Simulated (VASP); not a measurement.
```
CELL_PARAMETERS angstrom
      2.94241     0.00000     0.00000
      0.00000     2.94241     0.00000
      0.00000     0.00000     2.94241
ATOMIC_POSITIONS crystal
  Zn 0.50000 0.50000 0.50000
  Cu 0.00000 0.00000 0.00000
```

Calculation: optB86b-vdW, VASP's PBE PAW potentials (set 64) (plane waves; VASP). Numerical set-up: 520 eV cut-off, 12×12×12 Γ-centred mesh, first-order Methfessel-Paxton smearing of 0.10 eV, potentials Zn Cu.

Give the energy at these volumes per atom, relative to the lowest: 11.93, 12.31, 12.70, 13.08, 13.46 Å³.

21.9, 5.7, 0.0, 3.2, 13.8 meV/atom. A third-order Birch-Murnaghan fit gives B0 = 122 GPa and B0′ = 4.9.

Measured: bulk modulus 116 GPa (computed value off by +5.2 %), as given by Niraj K. Nepal et al., Physical Review B (2020), arXiv:2007.11150; a 2.958 Å (computed value off by -0.5 %), as given by First-Principles Study on the Electrical and Thermal Conductivities of Cu–Zn Binary Alloys. The calculation is for a static lattice, while the measured bulk modulus, a hold thermal and zero-point effects, which are part of the difference.

The compound is CuZn in the CsCl type structure. It was relaxed first.
